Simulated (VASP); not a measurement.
# A slab model of the (1 1 0) face of BiTe, part 5 of 5

Aim: model the (1 1 0) face of BiTe by a slab and find how far its highest filled level lies below the vacuum. The start is a cell from a database of measured crystal structures.

VASP 6.6.1; PBE; plane waves and PAW (Bi, Te).

So far. Step 6 (The slab in a field, field 0.1): Energy at zero smearing: -34.78543 eV.

## (7) The slab in a field, field 0.2

Contents of INCAR:

```
SYSTEM = BiTe
PREC = Normal
ENCUT = 300
EDIFF = 1E-06
NELM = 120
ISMEAR = 0
SIGMA = 0.05
LREAL = .FALSE.
ALGO = Fast
GGA = PE
LORBIT = 11
LWAVE = .FALSE.
LCHARG = .FALSE.
KPAR = 2
IDIPOL = 3
LDIPOL = .TRUE.
DIPOL = 0.5 0.5 0.502
EFIELD = 0.2
LVHAR = .TRUE.
```

Contents of POSCAR:

```
BiTe
1.0
    4.5749808743      0.0000000000      0.0000000000
    0.0000000000      6.4700000000      0.0000000000
    0.0000000000      0.0000000000     24.1499617486
Bi Te
5 5
Direct
    0.5000000000      0.5000000000      0.3105595000
    0.0000000000      0.0000000000      0.4052797500
    0.5000000000      0.5000000000      0.5026334615
    0.0000000000      0.0000000000      0.6017896396
    0.5000000000      0.5000000000      0.6923484857
    0.5000000000      0.0000000000      0.3105595000
    0.0000000000      0.5000000000      0.4052797500
    0.5000000000      0.0000000000      0.5002846729
    0.0000000000      0.5000000000      0.6026752973
    0.5000000000      0.0000000000      0.6859292029
```

Contents of KPOINTS:

```
Automatic mesh
0
Gamma
6 4 1
0 0 0
```

The projector-augmented-wave data sets are Bi and Te (PBE family, release 64).

Started as:

```console
$ mpirun -np 2 vasp_std
```

The program printed:

```text
[... set-up lines as in an earlier step ...]
 entering main loop
       N       E                     dE             d eps       ncg     rms          rms(c)
DAV:   1     0.290396797515E+03    0.29040E+03   -0.12990E+04   792   0.780E+02
DAV:   2     0.137044048319E+01   -0.28903E+03   -0.28458E+03  1196   0.163E+02
DAV:   3    -0.343040917753E+02   -0.35675E+02   -0.35309E+02   947   0.632E+01
DAV:   4    -0.367714380709E+02   -0.24673E+01   -0.24466E+01  1319   0.172E+01
[...]
RMM:  52    -0.348176273211E+02   -0.11073E-05   -0.11521E-05   208   0.146E-03    0.856E-03
RMM:  53    -0.348176283302E+02   -0.10091E-05   -0.10056E-05   164   0.138E-03    0.885E-03
RMM:  54    -0.348176291598E+02   -0.82958E-06   -0.83541E-06   158   0.136E-03
   1 F= -.34817629E+02 E0= -.34812923E+02  d E =-.941289E-02
```

Run time: 1.8 min. Hardware: 2 MPI ranks of Intel Xeon 6975P-C (Granite Rapids), shared host; peak memory 0.6 GiB; 3.6 min of CPU time.

From OUTCAR (step 7):

```text
  Total       -4.8113252      0.5364845     -2.0645614      0.0000000      0.0000000      0.0000000
  in kB      -10.7836377      1.2024244     -4.6273077      0.0000000      0.0000000      0.0000000
  external PRESSURE =      -4.7361737 kB  Pullay stress =       0.0000000 kB

 POSITION                                       TOTAL-FORCE (eV/Angst)
 -----------------------------------------------------------------------------------
      2.28749      3.23500      7.50000         0.000000      0.000000      0.309115
      0.00000      0.00000      9.78749         0.000000      0.000000     -0.645097
      2.28749      3.23500     12.13858         0.000000      0.000000      0.028612
      0.00000      0.00000     14.53320         0.000000      0.000000     -0.009924
      2.28749      3.23500     16.72019         0.000000      0.000000      0.014859
      2.28749      0.00000      7.50000         0.000000      0.000000      0.613553
      0.00000      3.23500      9.78749         0.000000      0.000000     -0.302215
      2.28749      0.00000     12.08186         0.000000      0.000000     -0.001547
      0.00000      3.23500     14.55459         0.000000      0.000000     -0.025104
      2.28749      0.00000     16.56516         0.000000      0.000000      0.017747
 -----------------------------------------------------------------------------------
    total drift:                                0.000000     -0.000000     -0.002307

  FREE ENERGIE OF THE ION-ELECTRON SYSTEM (eV)
  ---------------------------------------------------
  free  energy   TOTEN  =       -34.8176291598 eV

  energy  without entropy=      -34.8082162693  energy(sigma->0) =      -34.81292271

[... 2 parts as in an earlier step ...]

[... 1 further part left out ...]
[key lines of the parts left out:]
E-fermi :   0.6191
```

The planar average of the electrostatic potential oscillates, so the rows of the table below give means over windows of 1 Å about each position, cut where the curve ends. Its maxima inside the range that stand out by 2 % of the span (Å: eV): 0.4: 5.41, 8.6: -0.0297, 11.0: 0.104, 13.3: 0.605, 15.5: -1.58, 19.1: 3.87. Its minima: 7.5: -11.2, 9.8: -11.6, 12.1: -11.3, 14.5: -11.7, 16.7: -11.4, 23.7: 3.05.

Zero at the Fermi level. Table of planar average of the electrostatic potential by height; means over each step:

```csv
height (Å),planar average of the electrostatic potential (eV)
0,5.03
1,5.30
2,5.10
3,4.90
4,4.70
5,4.42
6,3.22
7,-6.14
8,-6.62
9,-3.73
10,-9.48
11,-1.71
12,-9.69
13,-2.37
14,-6.32
15,-7.70
16,-5.87
17,-7.75
18,2.30
19,3.83
20,3.78
21,3.59
22,3.39
23,3.19
24,3.22
```

Energy at zero smearing: -34.81292 eV.

## (8) Side by side

Times are for 2 MPI ranks of Intel Xeon 6975P-C (Granite Rapids), shared host. Results by setting:

```csv
no.,field,electronic cycles,time,memory (GiB)
1,-0.1,38,86 s,0.59
2,0.1,39,82 s,0.59
3,0.2,54,1.8 min,0.6
```

The runs together. The planar average of the electrostatic potential by height:

```csv
height (Å),-0.1 (eV),0.1 (eV),0.2 (eV)
0.0,4.22,4.22,4.23
0.5,3.75,4.85,5.40
1.0,3.80,4.80,5.30
1.5,3.85,4.75,5.20
2.0,3.90,4.70,5.10
2.5,3.95,4.65,5.00
3.0,4.00,4.60,4.90
3.5,4.05,4.55,4.80
4.0,4.09,4.49,4.70
4.5,4.13,4.43,4.58
5.0,4.13,4.33,4.44
5.5,3.99,4.12,4.18
6.0,3.41,3.47,3.50
6.5,0.926,0.944,0.953
7.0,-6.75,-6.74,-6.74
7.5,-11.2,-11.2,-11.2
8.0,-7.10,-7.11,-7.11
8.5,-0.419,-0.422,-0.425
9.0,-2.87,-2.87,-2.87
9.5,-10.1,-10.1,-10.1
10.0,-10.8,-10.8,-10.8
10.5,-4.04,-4.04,-4.04
11.0,0.0102,0.00853,0.00751
11.5,-5.56,-5.56,-5.56
12.0,-11.1,-11.1,-11.1
12.5,-8.57,-8.56,-8.56
13.0,-1.25,-1.24,-1.24
13.5,0.0285,0.0323,0.0343
14.0,-6.66,-6.66,-6.65
14.5,-11.6,-11.6,-11.6
15.0,-8.34,-8.33,-8.33
15.5,-1.86,-1.86,-1.85
16.0,-5.65,-5.64,-5.64
16.5,-11.1,-11.1,-11.1
17.0,-8.73,-8.74,-8.74
17.5,-1.05,-1.06,-1.07
18.0,2.91,2.87,2.86
18.5,3.81,3.72,3.67
19.0,4.12,3.95,3.87
19.5,4.24,3.98,3.85
20.0,4.32,3.96,3.78
20.5,4.37,3.91,3.69
21.0,4.42,3.87,3.59
21.5,4.47,3.82,3.49
22.0,4.52,3.77,3.39
22.5,4.57,3.72,3.29
23.0,4.62,3.67,3.19
23.5,4.67,3.62,3.09
24.0,4.46,3.90,3.63
```

## (9) Derived quantities

This step: slab, PBE; plane waves and PAW (VASP 6.6.1).

This step runs nothing: it gathers the runs above.

Numbers from this step:

```yaml
surface_energy_as_cut: 0.3221 J/m²
relaxation_gain: 0.07697 J/m²
surface_energy_relaxed: 0.2451 J/m²
polarisability_per_area_of_the_slab_or_monolayer: 0.9734 Å
```

VASP counts both for electrons: a positive EFIELD is a field along -c, and a positive dipole, in electrons times A, points along -c. Field, by row:

```csv
EFIELD (eV/Å),dipole along z (e Å),energy change (eV)
-0.1,-0.2251,-0.01251
0,-0.02514,0
0.1,0.1749,-0.00749
0.2,0.3752,-0.03498
```

The surface energy as cut is the slab's energy at the first step, less 10 times the bulk energy an atom (-3.5826 eV), over twice the area of 29.60 Å².

The polarisability is the slope of the dipole against the field, as a volume for each unit of area.

## (10) Outcome

```json
{
 "surface energy, relaxed": "0.245 J/m²",
 "surface energy, as cut": "0.322 J/m²",
 "work function of the slab": "4.14 eV",
 "polarisability per area of the slab or monolayer": "0.973 Å"
}
```

**Reading.** The work function is 4.14 eV at the upper face and 4.30 eV at the lower, which was held as cut. The surface costs 0.25 J/m²; for a metal this figure can move by about 0.1 J/m² with the k mesh. Relaxing the upper layers lowers the surface energy from 0.32 to 0.25 J/m². The value as cut is the mean over both faces, and the gain of the relaxation is booked to the faces that were free. The atom that ends on top (Bi) moved outwards by 0.07 Å. Spin-orbit coupling is left out, which matters for the heavy elements here. The cell in the plane was kept as given and was not relaxed here.

[Lines on the potential files, build, host, timing and source positions are cut from VASP's logs without a mark.]

[Logs are printed without paths, hosts, clocks, repeated set-up lines and the standing remarks that a program may print on its own settings, such as how far it seeks lower states.]

[Hosts, paths, dates, database ids (printed as entryN), source tags and the programs' standing remarks are cut or masked in the printed files.]

[In band tables of VASP the shares of atoms and orbitals are scaled to a sum of 1 inside the atoms' spheres.]

[Runs that stopped without an error message from VASP are left out.]
